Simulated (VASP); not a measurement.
Write the native input for VASP 6.6.1 that does the following.

- Task: relaxation of cell and atoms
- Functional: PBE
- Dispersion: D3(BJ)
- Potentials or basis: VASP PAW PBE potentials, release 64 (S, Mo_sv)
- Cutoff: 600 eV
- k mesh: 12 × 12 × 1
- Occupations: gaussian, width 0.03 eV
- Spin: no spin polarisation
- Further INCAR settings: ALGO = Normal; EDIFF = 1e-07; IBRION = 2; EDIFFG = -0.005; NSW = 90; ISIF = 3

The structure of MoS2 lies in POSCAR:

```
MoS2                                    
1.0
    3.1503598999      0.0000000000      0.0000000000
   -1.5751799500      2.7282916999      0.0000000000
    0.0000000000      0.0000000000     33.4542960000
  S               Mo            
     6     3
Direct
     0.3333333300000021    0.6666666699999979    0.2719756864358074
     0.3333333300000021    0.6666666699999979    0.3656268187180998
     0.6666666699999979    0.3333333300000021    0.4532201983573202
     0.6666666699999979    0.3333333300000021    0.5467798016426800
     0.3333333300000021    0.6666666699999979    0.6343731812819001
     0.3333333300000021    0.6666666699999979    0.7280243135641924
     0.6666666699999979    0.3333333300000021    0.3188259796683438
     0.3333333300000021    0.6666666699999979    0.5000000000000000
     0.6666666699999979    0.3333333300000021    0.6811740203316561
```

The input as run:

INCAR

```
SYSTEM = MoS2
PREC = Accurate
ENCUT = 600
EDIFF = 1E-7
ISMEAR = 0
SIGMA = 0.03
LREAL = .FALSE.
LASPH = .TRUE.
NELM = 80
ALGO = Normal
ISIF = 3
LWAVE = .FALSE.
LCHARG = .FALSE.
GGA = PE
IVDW = 12
IBRION = 2
NSW = 90
EDIFFG = -0.005
LATTICE_CONSTRAINTS = .TRUE. .TRUE. .FALSE.
KPAR = 4
```

KPOINTS

```
regular mesh
0
G
  12 12 1
  0 0 0
```

Potentials or basis: VASP PAW PBE potentials, release 64 (S, Mo_sv).

Launch:

```sh
$ cat potpaw_PBE.64/S/POTCAR potpaw_PBE.64/Mo_sv/POTCAR > POTCAR
$ mpirun -np 4 vasp_std > vasp.out
```

It gave:

| Quantity | Value |
| --- | --- |
| Largest force after relaxing | 0.004 eV/Å |
| Band gap on the k mesh | 1.03 eV, indirect (least direct gap 1.73 eV) |
| Dispersion energy per atom | -0.396 eV |

Caveat: the relaxation stopped at its first step, so nothing moved.

Run time: 6.6 min on 4 MPI ranks on Intel(R) Xeon(R) Platinum 8488C (Sapphire Rapids), on a shared host, peak memory 0.62 GiB a rank.
